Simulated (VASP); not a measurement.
A run of VASP 6.6.1:

POSCAR

```
NaLaMnMoO6                              
1.0
    4.9750550814     -2.8791718235      0.0188292400
    4.9750550814      2.8791718235      0.0188292400
   -3.0608044165      0.0000000000      4.6007211148
  Na              La              Mn              Mo              O             
     1     1     1     1     6
Direct
     0.9948262642399737    0.9948262642399737    0.4998165185235258
     0.7530766502282568    0.7530766502282568    0.7881085740234249
     0.2499510726869823    0.2499510726869823    0.1979483244372823
     0.4986555282233551    0.4986555282233551    0.9973581945422314
     0.3028816378598380    0.3028816378598380    0.6143363610058605
     0.3292563329075246    0.8285332839610838    0.8760692135802998
     0.1951607304614413    0.6368865930433820    0.1536791237113238
     0.6368865930433820    0.1951607304614413    0.1536791237113238
     0.8285332839610838    0.3292563329075246    0.8760692135802998
     0.7107719063881556    0.7107719063881556    0.3429353528844215
```

The input INCAR.step1:

```
  PREC = Accurate
  ENCUT = 520
  EDIFF = 1E-6
  ISMEAR = -1
  SIGMA = 0.05
  LREAL = False
  LASPH = True
  NELM = 120
  ALGO = Normal
  ISIF = 2
  LWAVE = False
  LCHARG = True
  ISPIN = 2
  MAGMOM = 0 0 4 1 0 0 0 0 0 0
  LORBIT = 11
  LMAXMIX = 6
  GGA = PE
  KPAR = 4
```

KPOINTS.step1

```
Automatic mesh
0
Gamma
  6 6 6
```

INCAR.step2

```
  PREC = Accurate
  ENCUT = 520
  EDIFF = 1E-6
  ISMEAR = 0
  SIGMA = 0.05
  LREAL = False
  LASPH = True
  NELM = 120
  ALGO = Normal
  ISIF = 2
  LWAVE = False
  LCHARG = False
  ISPIN = 2
  MAGMOM = 0 0 4 1 0 0 0 0 0 0
  LORBIT = 11
  LMAXMIX = 6
  GGA = PE
  KPAR = 4
  ICHARG = 11
```

Contents of KPOINTS.step2:

```
path GYFLI,I1ZHF1,H1Y1XGN,MG
20
line-mode
reciprocal
 0.0000000000  0.0000000000  0.0000000000  G
-0.9554977717 -0.9554977717 -0.0822158255  Y

-0.9554977717 -0.9554977717 -0.0822158255  Y
-0.4499137923 -0.4499137923 -0.5572762546  F

-0.4499137923 -0.4499137923 -0.5572762546  F
-0.5000000000 -0.5000000000 -0.5000000000  L

-0.5000000000 -0.5000000000 -0.5000000000  L
-0.5104172101 -0.4895827899 -0.5000000000  I

-0.4895827899  0.4895827899  0.5000000000  I1
 0.0000000000  0.0000000000  0.5000000000  Z

 0.0000000000  0.0000000000  0.5000000000  Z
-1.4610817511 -1.4610817511  1.3928446036  H

-1.4610817511 -1.4610817511  1.3928446036  H
-0.5500862077 -0.5500862077 -0.4427237454  F1

 0.4610817511  1.4610817511 -1.3928446036  H1
-0.0445022283  0.9554977717 -0.9177841745  Y1

-0.0445022283  0.9554977717 -0.9177841745  Y1
-0.5000000000  0.5000000000  0.0000000000  X

-0.5000000000  0.5000000000  0.0000000000  X
 0.0000000000  0.0000000000  0.0000000000  G

 0.0000000000  0.0000000000  0.0000000000  G
-0.5000000000  0.0000000000 -0.5000000000  N

-0.5000000000  0.0000000000  0.0000000000  M
 0.0000000000  0.0000000000  0.0000000000  G
```

Potentials or basis: VASP PAW PBE potentials, release 64 (Na_pv, La, Mn_pv, Mo_sv, O).

Command:

```console
$ cat potpaw_PBE.64/Na_pv/POTCAR potpaw_PBE.64/La/POTCAR potpaw_PBE.64/Mn_pv/POTCAR potpaw_PBE.64/Mo_sv/POTCAR potpaw_PBE.64/O/POTCAR > POTCAR
$ cp INCAR.step1 INCAR
$ cp KPOINTS.step1 KPOINTS
$ mpirun -np 4 vasp_std > vasp.out
$ cp INCAR.step2 INCAR
$ cp KPOINTS.step2 KPOINTS
$ mpirun -np 4 vasp_std > vasp.out
```

Hardware: 4 MPI ranks on Intel(R) Xeon(R) Platinum 8488C (Sapphire Rapids), on a shared host.

Problem. How long does it take, and how much memory?

Solution. Run time: 21 min on 4 MPI ranks on Intel(R) Xeon(R) Platinum 8488C (Sapphire Rapids), with other jobs on the host, peak memory 2.3 GiB a rank. Counts: scf iterations 11, k points 240.
